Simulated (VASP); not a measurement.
## SnO₂ (rutile): computed properties

Calculation: PBE GGA, VASP's PBE PAW potentials (set 64) (plane waves; VASP).

```json
{
 "space_group": "P4_2/mnm (136)",
 "cell": "a = b = 4.833 Å, c = 3.241 Å, α = β = γ = 90.00°",
 "volume_per_atom": "12.61 Å³/atom",
 "band gap (over mesh and band path)": "0.64 eV",
 "smallest direct gap (over mesh and band path)": "0.64 eV",
 "band_edge_character_without_spin_orbit_coupling": "direct, Γ to Γ",
 "band_gap_with_spin_orbit_coupling": "0.64 eV",
 "density": "6.61 g/cm³",
 "optical Γ-point spectrum": "109, 141, 220 (×2), 261 (×2), 341, 433, 439 (×2), 529, 551 (×2), 585, 707 cm⁻¹"
}
```

```yaml
crystal:
  lattice:
    - [4.83271, 0.00000, 0.00000]
    - [0.00000, 4.83271, 0.00000]
    - [0.00000, 0.00000, 3.24083]
  atoms:
    - { symbol: Sn, position: [0.00000, 0.00000, 0.00000] }
    - { symbol: Sn, position: [0.50000, 0.50000, 0.50000] }
    - { symbol: O, position: [0.30658, 0.30658, 0.00000] }
    - { symbol: O, position: [0.80658, 0.19342, 0.50000] }
    - { symbol: O, position: [0.19342, 0.80658, 0.50000] }
    - { symbol: O, position: [0.69342, 0.69342, 0.00000] }
```

Measured: a 4.737 Å (computed value off by +2.0 %), c 3.186 Å (computed value off by +1.7 %), as given by Zenji Hiroi, Progress in Solid State Chemistry (2015), arXiv:1503.02262. The calculation is for a static lattice, while the measured a, c hold thermal and zero-point effects, which are part of the difference.  Unless said otherwise, spin-orbit coupling is left out, though it shifts the bands of the heavy elements here.

The compound is SnO2 in the rutile structure. It was relaxed first, which changed the volume by +6 %. Symmetry was kept, so distortions that lower it aren't found.
